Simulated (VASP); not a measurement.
A VASP calculation is set up with these files.

### KPOINTS
```
Automatic mesh
0
Gamma
5 5 5
0 0 0
```

### INCAR
```
SYSTEM = MnS
PREC = Accurate
ENCUT = 520
EDIFF = 1E-6
NELM = 60
ALGO = Normal
LREAL = .FALSE.
LASPH = .TRUE.
ISMEAR = 0
SIGMA = 0.05
GGA = PE
LMAXMIX = 4
ISPIN = 2
MAGMOM = 5.0 -5.0 0.0 0.0
LORBIT = 10
LWAVE = .FALSE.
LCHARG = .FALSE.
ISIF = 2
```

File POSCAR:
```
MnS
1
    5.2200000000     2.6100000000     2.6100000000
    2.6100000000     5.2200000000     2.6100000000
    2.6100000000     2.6100000000     5.2200000000
Mn S
2 2
Direct
  0.0000000000   0.0000000000   0.0000000000
  0.5000000000   0.5000000000   0.5000000000
  0.2500000000   0.2500000000   0.2500000000
  0.7500000000   0.7500000000   0.7500000000
```

POTCAR, in this order: S Mn_pv (PBE.64 set). Program: vasp_std.

The resulting files:

standard output:
```
 POSCAR found type information on POSCAR MnS
 POSCAR found :  2 types and       4 ions
 Reading from existing POTCAR
 Reading from existing POTCAR
 WARNING: type information on POSCAR and POTCAR are incompatible
 POTCAR overwrites the type information in POSCAR
 typ   1 type information:  Mn S
 WARNING: type information on POSCAR and POTCAR are incompatible
 POTCAR overwrites the type information in POSCAR
 typ   2 type information:  S  Mn
 LDA part: xc-table for (Slater+PW92), standard interpolation
 POSCAR, INCAR and KPOINTS ok, starting setup
 WAVECAR not read
 entering main loop
       N       E                     dE             d eps       ncg     rms          rms(c)
DAV:   1     0.381607062048E+03    0.38161E+03   -0.21496E+04  1764   0.178E+03
DAV:   2     0.160196793304E+02   -0.36559E+03   -0.36054E+03  1769   0.478E+02
DAV:   3    -0.153338891151E+02   -0.31354E+02   -0.30713E+02  2381   0.127E+02
DAV:   4    -0.164926435798E+02   -0.11588E+01   -0.11259E+01  2191   0.211E+01
DAV:   5    -0.165315403821E+02   -0.38897E-01   -0.38764E-01  2237   0.431E+00    0.233E+01
DAV:   6    -0.252728616016E+02   -0.87413E+01   -0.73329E+01  2202   0.620E+01    0.188E+01
DAV:   7    -0.236465444711E+02    0.16263E+01   -0.40441E+01  2157   0.485E+01    0.711E+00
DAV:   8    -0.236689824059E+02   -0.22438E-01   -0.27287E+00  2212   0.114E+01    0.271E+00
DAV:   9    -0.236862677622E+02   -0.17285E-01   -0.55827E-01  2402   0.386E+00    0.148E+00
DAV:  10    -0.236849436383E+02    0.13241E-02   -0.40940E-02  1957   0.203E+00    0.675E-01
DAV:  11    -0.236850834429E+02   -0.13980E-03   -0.10243E-02  2339   0.667E-01    0.205E-01
DAV:  12    -0.236856795148E+02   -0.59607E-03   -0.18103E-03  2112   0.217E-01    0.997E-02
DAV:  13    -0.236857000257E+02   -0.20511E-04   -0.19711E-04  2114   0.103E-01    0.660E-02
DAV:  14    -0.236857079483E+02   -0.79226E-05   -0.42108E-05  2395   0.399E-02    0.309E-02
DAV:  15    -0.236857096201E+02   -0.16718E-05   -0.13455E-05  2016   0.222E-02    0.120E-02
DAV:  16    -0.236857101382E+02   -0.51808E-06   -0.16517E-06  1127   0.851E-03
   1 F= -.23685710E+02 E0= -.23665255E+02  d E =-.409112E-01  mag=     0.0000
```

**OUTCAR**
```
------------------------ aborting loop because EDIFF is reached ----------------------------------------
  FORCE on cell =-STRESS in cart. coord.  units (eV):
  Direction    XX          YY          ZZ          XY          YZ          ZX
  --------------------------------------------------------------------------------------
  Total      -10.3620640    -10.3620640    -10.3620640     -0.1149062     -0.1149062     -0.1149062
  in kB     -233.4400342   -233.4400342   -233.4400342     -2.5886446     -2.5886446     -2.5886446
  external PRESSURE =    -233.4400342 kB  Pullay stress =       0.0000000 kB
  volume of cell :       71.12
      direct lattice vectors                 reciprocal lattice vectors
     5.220000000  2.610000000  2.610000000     0.287356322 -0.095785441 -0.095785441
     2.610000000  5.220000000  2.610000000    -0.095785441  0.287356322 -0.095785441
     2.610000000  2.610000000  5.220000000    -0.095785441 -0.095785441  0.287356322
 POSITION                                       TOTAL-FORCE (eV/Angst)
 -----------------------------------------------------------------------------------
      0.00000      0.00000      0.00000         0.000000      0.000000     -0.000000
      5.22000      5.22000      5.22000         0.000000      0.000000      0.000000
      2.61000      2.61000      2.61000         0.000000     -0.000000     -0.000000
      7.83000      7.83000      7.83000        -0.000000     -0.000000     -0.000000
 -----------------------------------------------------------------------------------
    total drift:                                0.000000     -0.000000     -0.000000
  FREE ENERGIE OF THE ION-ELECTRON SYSTEM (eV)
  ---------------------------------------------------
  free  energy   TOTEN  =       -23.6857101382 eV

  energy  without entropy=      -23.6447989481  energy(sigma->0) =      -23.66525454

 total charge

# of ion       s       p       d       tot
------------------------------------------
    1        1.323   2.297   0.000   3.620
    2        1.323   2.297   0.000   3.620
    3        0.186   6.124   5.095  11.405
    4        0.186   6.124   5.095  11.405
--------------------------------------------------
tot          3.019  16.841  10.190  30.050

 magnetization (x)

# of ion       s       p       d       tot
------------------------------------------
    1       -0.000  -0.000   0.000  -0.000
    2        0.000   0.000   0.000   0.000
    3        0.000   0.000   0.000   0.000
    4        0.000   0.000   0.000   0.000
--------------------------------------------------
tot          0.000   0.000   0.000   0.000
```
(Selected blocks of OUTCAR.)

Q: From input and log, find the fault in this run and mend it.

A: The cause: POTCAR lists the elements in another order than POSCAR. The run ends without an error. Against the sound run, the pressure falls by 19.82 GPa; the band gap drops by 1.01 eV. To mend it, use POTCAR Mn_pv S of the PBE.64 set.

The mended run (PBE GGA, plane waves, VASP's PBE PAW potentials (set 64)) converges, and its OSZICAR ends with
```
   1 F= -.28385936E+02 E0= -.28385936E+02  d E =-.143582E-23  mag=    -0.0000
```

The compound is MnS in the rock salt, AFM-II order structure. The cell was not relaxed at this level.
